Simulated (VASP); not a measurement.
An input for Quantum ESPRESSO's pw.x (written as the equivalent of a VASP run, and not itself run):

```
&CONTROL
  calculation = 'vc-relax'
  pseudo_dir = './pseudo'
  outdir = './out'
  tprnfor = .true.
  tstress = .true.
  nstep = 30
  forc_conv_thr = 0.00039
/
&SYSTEM
  ibrav = 0
  nat = 2
  ntyp = 1
  ecutwfc = 102
  occupations = 'smearing'
  smearing = 'methfessel-paxton'
  degauss = 0.00735
  input_dft = 'vdw-df2-b86r'
/
&ELECTRONS
  conv_thr = 7.3e-09
  electron_maxstep = 100
/
&IONS
/
&CELL
  cell_dofree = 'shape'
/
ATOMIC_SPECIES
  Cd 112.414 Cd.upf
CELL_PARAMETERS angstrom
     1.5068936   -2.6100166    0.0000000
     1.5068936    2.6100166    0.0000000
     0.0000000    0.0000000    5.5885526
ATOMIC_POSITIONS crystal
  Cd   0.3333330  0.6666670  0.2500000
  Cd   0.6666670  0.3333330  0.7500000
K_POINTS automatic
  14 14 7 0 0 0
```

Question: Write the VASP files for the same calculation (rev-vdW-DF2).

Answer: Several could match; the one computed here: 
File POSCAR:
```
Cd
1.0
  1.5068936337  -2.6100166420   0.0000000000
  1.5068936337   2.6100166420   0.0000000000
  0.0000000000   0.0000000000   5.5885525519
Cd
2
direct
  0.3333330000   0.6666670000   0.2500000000
  0.6666670000   0.3333330000   0.7500000000
```

INCAR:
```
AGGAC = 0.0
ALGO = Normal
EDIFF = 1E-7
EDIFFG = -0.01
ENCUT = 520
GGA = MK
IBRION = 2
ISIF = 4
ISMEAR = 1
LASPH = .True.
LCHARG = .False.
LMAXMIX = 4
LREAL = .False.
LUSE_VDW = .True.
LWAVE = .False.
NELM = 100
NSW = 30
PARAM1 = 0.1234568
PARAM2 = 0.7114
PREC = Accurate
SIGMA = 0.1
SYSTEM = Cd
ZAB_VDW = -1.8867
```

File KPOINTS:
```
K-points
0
Gamma
  14 14 7
```

POTCAR, in this order: Cd (PBE.64 set). Program: vasp_std.

Limits of the translation: the potentials are each code's own (VASP's PAW set, PseudoDojo norm-conserving files in pw.x), so ENCUT and ecutwfc are chosen apart and not converted; conv_thr bounds pw.x's estimated SCF error, while EDIFF bounds the energy change between steps; forc_conv_thr acts on force components and is met together with etot_conv_thr.

The compound is Cd in the hcp structure. This run relaxes it. Symmetry was kept, so distortions that lower it aren't found.
